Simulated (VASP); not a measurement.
# NaLi16 (a cell with a defect) in VASP: a series of runs, part 2 of 2

VASP 6.6.1. Earlier steps stand in the parts before.

### Step 3. Molecular dynamics, PBE

File INCAR:

```
ALGO = Normal
EDIFF = 1E-5
ENCUT = 520
GGA = PE
IBRION = 0
ISIF = 2
ISMEAR = -1
ISYM = 0
LANGEVIN_GAMMA = 10 10
LASPH = T
LCHARG = F
LREAL = Auto
LWAVE = F
MDALGO = 3
NELM = 100
NELMIN = 4
NSW = 40
POTIM = 1.0
PREC = Accurate
RANDOM_SEED = 158784 0 0
SIGMA = 0.05
TEBEG = 1200.0
TEEND = 1200.0
```

File KPOINTS:

```
k-points
0
Gamma
  2 2 2
```

File POSCAR:

```
NaLi16
1.0
    6.9800000000      0.0000000000      0.0000000000
    0.0000000000      6.9800000000      0.0000000000
    0.0000000000      0.0000000000      6.9800000000
Li Na
16 1
Direct
   -0.0070532400     -0.0007511400     -0.0255000200
    0.3574521900     -0.0203840700     -0.0719927000
   -0.0082531100      0.5041067300     -0.0284298400
    0.0242211600     -0.0051528600      0.5374277000
    0.2493341200      0.2767697000      0.2549167700
    0.5423767200      0.5014140500      0.0229814800
    0.4460906500     -0.0158999500      0.5274084000
    0.8683122500      0.3054010100      0.2912638700
   -0.0216775500      0.5115680900      0.5719450500
    0.2350900900      0.7180883800      0.2562714800
    0.2630320400      0.2891351900      0.7348773800
    0.5348552200      0.4975491400      0.4791745200
    0.8254199700      0.7161001300      0.2821530300
    0.7110691100      0.2281690000      0.7468071900
    0.2708407500      0.6883485100      0.7333225300
    0.7142458100      0.7711270700      0.7543826100
    0.6224029200      0.0354450400      0.1807929700
```

Potentials or basis: VASP PAW PBE potentials, release 64 (Li_sv, Na_pv).

The run is started by

```console
$ cat potpaw_PBE.64/Li_sv/POTCAR potpaw_PBE.64/Na_pv/POTCAR > POTCAR
$ mpirun -np 1 vasp_std > vasp.out
```

It took 41 min on 1 thread of AMD EPYC 7R13 (Zen 3), shared host; peak memory 0.5 GiB.

Step by step:
| step | potential energy change (eV) | largest force (eV/Å) | pressure (GPa) | volume (Å³) | temperature (K) |
| --- | --- | --- | --- | --- | --- |
| 1 | 0.0000 | 0.0968 | 1.15 | 340.07 | 1250 |
| 2 | 0.0035 | 0.0972 | 1.14 | 340.07 | 1194 |
| 3 | 0.0172 | 0.1732 | 1.12 | 340.07 | 1141 |
| 4 | 0.0407 | 0.2449 | 1.15 | 340.07 | 1134 |
| 5 | 0.0747 | 0.3275 | 1.16 | 340.07 | 1154 |
| 6 | 0.1180 | 0.4033 | 1.19 | 340.07 | 1154 |
| 7 | 0.1701 | 0.4857 | 1.22 | 340.07 | 1176 |
| 8 | 0.2315 | 0.5589 | 1.24 | 340.07 | 1190 |
| 9 | 0.3022 | 0.6340 | 1.28 | 340.07 | 1148 |
| 10 | 0.3756 | 0.6979 | 1.32 | 340.07 | 1073 |
| 11 | 0.4537 | 0.7722 | 1.36 | 340.07 | 990 |
| 12 | 0.5346 | 0.8350 | 1.41 | 340.07 | 919 |
| 13 | 0.6171 | 0.8981 | 1.45 | 340.07 | 849 |
| 14 | 0.7006 | 0.9584 | 1.50 | 340.07 | 812 |
| 15 | 0.7852 | 1.0198 | 1.54 | 340.07 | 799 |
| 16 | 0.8721 | 1.0800 | 1.58 | 340.07 | 796 |
| 17 | 0.9598 | 1.1282 | 1.62 | 340.07 | 789 |
| 18 | 1.0456 | 1.1698 | 1.66 | 340.07 | 764 |
| 19 | 1.1252 | 1.2053 | 1.70 | 340.07 | 759 |
| 20 | 1.1970 | 1.2275 | 1.74 | 340.07 | 763 |
| 21 | 1.2672 | 1.2400 | 1.76 | 340.07 | 740 |
| 22 | 1.3282 | 1.2409 | 1.79 | 340.07 | 719 |
| 23 | 1.3853 | 1.2361 | 1.82 | 340.07 | 741 |
| 24 | 1.4275 | 1.2519 | 1.84 | 340.07 | 801 |
| 25 | 1.4687 | 1.2631 | 1.86 | 340.07 | 827 |
| 26 | 1.5026 | 1.2731 | 1.88 | 340.07 | 834 |
| 27 | 1.5304 | 1.2847 | 1.89 | 340.07 | 835 |
| 28 | 1.5560 | 1.2991 | 1.89 | 340.07 | 826 |
| 29 | 1.5807 | 1.3022 | 1.91 | 340.07 | 833 |
| 30 | 1.5999 | 1.2968 | 1.92 | 340.07 | 866 |
| 31 | 1.6080 | 1.2872 | 1.93 | 340.07 | 937 |
| 32 | 1.6053 | 1.2686 | 1.92 | 340.07 | 988 |
| 33 | 1.6031 | 1.2559 | 1.93 | 340.07 | 1020 |
| 34 | 1.5965 | 1.2318 | 1.92 | 340.07 | 1074 |
| 35 | 1.5845 | 1.2131 | 1.91 | 340.07 | 1090 |
| 36 | 1.5670 | 1.1784 | 1.92 | 340.07 | 1065 |
| 37 | 1.5501 | 1.1426 | 1.90 | 340.07 | 1054 |
| 38 | 1.5362 | 1.1148 | 1.90 | 340.07 | 1023 |
| 39 | 1.5222 | 1.0914 | 1.89 | 340.07 | 994 |
| 40 | 1.5093 | 1.0700 | 1.88 | 340.07 | 1004 |

Caveat: the k mesh is coarse (spacing up to 0.45 Å⁻¹), so the values aren't converged; the cutoff is under 1.25 times the usual one of these potentials, so pressure, stress and relaxed cells hold a basis-set (Pulay) error.

### Step 4. Single point, PBE

File INCAR:

```
SYSTEM = NaLi16
ALGO     = Normal         ! electronic algorithm
EDIFF    = 1E-6           ! SCF threshold, eV
ENCUT    = 520            ! plane-wave cutoff, eV
GGA      = PE             ! functional
ISIF     = 2              ! what is computed and relaxed
ISMEAR   = -1             ! smearing method
LASPH    = .TRUE.         ! aspherical terms in the spheres
LCHARG   = .TRUE.         ! write CHGCAR
LELF     = .TRUE.         ! ELF
LREAL    = Auto         
LVHAR    = .TRUE.       
LWAVE    = .FALSE.        ! write WAVECAR
NBANDS   = 42             ! bands
NELM     = 100            ! most SCF steps
PREC     = Accurate       ! precision mode
SIGMA    = 0.05           ! smearing width, eV
```

File KPOINTS:

```
k-points
0
G
  2 2 2
  0 0 0
```

File POSCAR:

```
NaLi16
1.0
    6.9800000000      0.0000000000      0.0000000000
    0.0000000000      6.9800000000      0.0000000000
    0.0000000000      0.0000000000      6.9800000000
Li Na
16 1
Direct
   -0.0463180516      0.1087822350     -0.1270773639
    0.1711747851     -0.0791404011      0.1138825215
    0.0254727794      0.5456446991      0.0834670487
    0.1354584527      0.1819197708      0.5221776504
    0.3660028653      0.2527793696      0.2767048711
    0.5505014327      0.5408595989      0.0417191977
    0.4786962751     -0.2427793696      0.3143839542
    0.7647994269      0.4165759312      0.3337106017
    0.1813467049      0.6879083095      0.7942979943
    0.2340114613      0.5669914040      0.4350429799
    0.2984957020      0.2341547278      0.8560744986
    0.5149570201      0.3937822350      0.6257163324
    0.8668481375      0.8019054441      0.3310171920
    0.7093696275      0.1335673352      0.5491117479
    0.3305730659      0.8870200573      0.6448280802
    0.7352435530      0.7874641834      0.7538681948
    0.6814040115      0.1208309456      0.0554297994
```

Potentials or basis: VASP PAW PBE potentials, release 64 (Li_sv, Na_pv).

The run is started by

```console
$ cat potpaw_PBE.64/Li_sv/POTCAR potpaw_PBE.64/Na_pv/POTCAR > POTCAR
$ mpirun -np 1 vasp_std > vasp.out
```

OUTCAR:

```text
SYSTEM = NaLi16
   EDIFF = 1E-6
   ENCUT = 520
   GGA = PE
   ISIF = 2
   ISMEAR = -1
   LASPH = .TRUE.
   LREAL = Auto
   NELM = 100
   PREC = Accurate

 ion  position               nearest neighbor table
   1  0.954  0.109  0.873-  17 2.29  11 2.56
   2  0.171  0.921  0.114-
   3  0.025  0.546  0.083-   9 2.50
   4  0.135  0.182  0.522-   5 2.40
   5  0.366  0.253  0.277-   4 2.40
   6  0.551  0.541  0.042-   7 2.48
   7  0.479  0.757  0.314-  10 2.32   6 2.48
   8  0.765  0.417  0.334-  14 2.51
[... 557 lines left out ...]
  Total        4.2302216      4.0128099      5.8799177      2.3511605     -1.2798897     -5.1332234
  in kB       19.9300062     18.9057059     27.7022830     11.0771129     -6.0299938    -24.1843532
  external PRESSURE =      22.1793317 kB  Pullay stress =       0.0000000 kB

 VOLUME and BASIS-vectors are now :
 -----------------------------------------------------------------------------
  energy-cutoff  :      520.00
  volume of cell :      340.07
      direct lattice vectors                 reciprocal lattice vectors
     6.980000000  0.000000000  0.000000000     0.143266476  0.000000000  0.000000000
     0.000000000  6.980000000  0.000000000     0.000000000  0.143266476  0.000000000
     0.000000000  0.000000000  6.980000000     0.000000000  0.000000000  0.143266476

 POSITION                                       TOTAL-FORCE (eV/Angst)
 -----------------------------------------------------------------------------------
      6.65670      0.75930      6.09300         0.501184      0.151966     -0.472479
      1.19480      6.42760      0.79490         0.222727      0.056241      0.256126
      0.17780      3.80860      0.58260         0.055175     -0.583748     -0.069770
      0.94550      1.26980      3.64480        -0.717054     -0.197833     -0.151168
      2.55470      1.76440      1.93140         0.139454     -0.110769     -0.323832
      3.84250      3.77520      0.29120        -0.166312      0.132545     -0.526901
[... 9 lines left out ...]
      5.13200      5.49650      5.26200         0.065271     -0.426580     -0.026142
      4.75620      0.84340      0.38690        -0.704391     -0.335697      0.356985
 -----------------------------------------------------------------------------------
    total drift:                                0.015893      0.000618      0.010017

  FREE ENERGIE OF THE ION-ELECTRON SYSTEM (eV)
  ---------------------------------------------------
  free  energy   TOTEN  =       -27.9438291432 eV

  energy  without entropy=      -27.8955143867  energy(sigma->0) =      -27.91967176
```

OSZICAR:

```text
N       E                     dE             d eps       ncg     rms          rms(c)
DAV:   1     0.365960116885E+03    0.36596E+03   -0.24748E+04   672   0.132E+03
DAV:   2     0.560684703019E+02   -0.30989E+03   -0.29518E+03   672   0.367E+02
DAV:   3    -0.760288126550E+01   -0.63671E+02   -0.62035E+02  1224   0.990E+01
DAV:   4    -0.246361328486E+02   -0.17033E+02   -0.16706E+02  1142   0.650E+01
DAV:   5    -0.287327678076E+02   -0.40966E+01   -0.40923E+01  1184   0.223E+01    0.270E+00
DAV:   6    -0.280264616775E+02    0.70631E+00   -0.23947E+00  1006   0.725E+00    0.111E+00
DAV:   7    -0.279520862239E+02    0.74375E-01   -0.48787E-01  1112   0.253E+00    0.498E-01
DAV:   8    -0.279445115036E+02    0.75747E-02   -0.75047E-02  1080   0.108E+00    0.224E-01
DAV:   9    -0.279439900878E+02    0.52142E-03   -0.14511E-02  1072   0.435E-01    0.107E-01
DAV:  10    -0.279438131582E+02    0.17693E-03   -0.21681E-03  1072   0.190E-01    0.403E-02
DAV:  11    -0.279438298845E+02   -0.16726E-04   -0.36415E-04  1096   0.863E-02    0.164E-02
DAV:  12    -0.279438294664E+02    0.41815E-06   -0.58726E-05  1088   0.378E-02    0.644E-03
DAV:  13    -0.279438291432E+02    0.32314E-06   -0.76968E-06  1088   0.158E-02
   1 F= -.27943829E+02 E0= -.27919672E+02  d E =-.483148E-01
```

stdout:

```text
POSCAR found type information on POSCAR LiNa
 POSCAR found :  2 types and      17 ions
 scaLAPACK will be used
 LDA part: xc-table for (Slater+PW92), standard interpolation
 POSCAR, INCAR and KPOINTS ok, starting setup
 FFT: planning ... GRIDC
 FFT: planning ... GRID_SOFT
 FFT: planning ... GRID
 WAVECAR not read
 entering main loop
```

Run time: 2.9 min. Hardware: 1 thread of AMD EPYC 7R13 (Zen 3), shared host; peak memory 0.36 GiB.

Results:

* Free energy: -27.9438 eV
* Largest force: 1.472 eV/Å
* Band gap on the k mesh: none (metal or under the smearing width)

Forces in eV/Å, atoms in the order of the input:
```
Li   0.501  0.152 -0.472
Li   0.223  0.056  0.256
Li   0.055 -0.584 -0.070
Li  -0.717 -0.198 -0.151
Li   0.139 -0.111 -0.324
Li  -0.166  0.133 -0.527
Li   0.367  0.500  0.023
Li   0.381  0.242  0.129
Li  -0.595 -0.842  0.374
Li  -0.672 -0.269 -0.042
Li   0.151  0.162  0.383
Li  -0.061  0.874  0.250
Li   0.231  0.301  0.334
Li  -0.052 -0.782 -0.086
Li   0.854  1.127 -0.408
Li   0.065 -0.427 -0.026
Na  -0.704 -0.336  0.357
```

Caveat: the k mesh is coarse (spacing up to 0.45 Å⁻¹), so the values aren't converged; the cutoff is under 1.25 times the usual one of these potentials, so pressure, stress and relaxed cells hold a basis-set (Pulay) error.
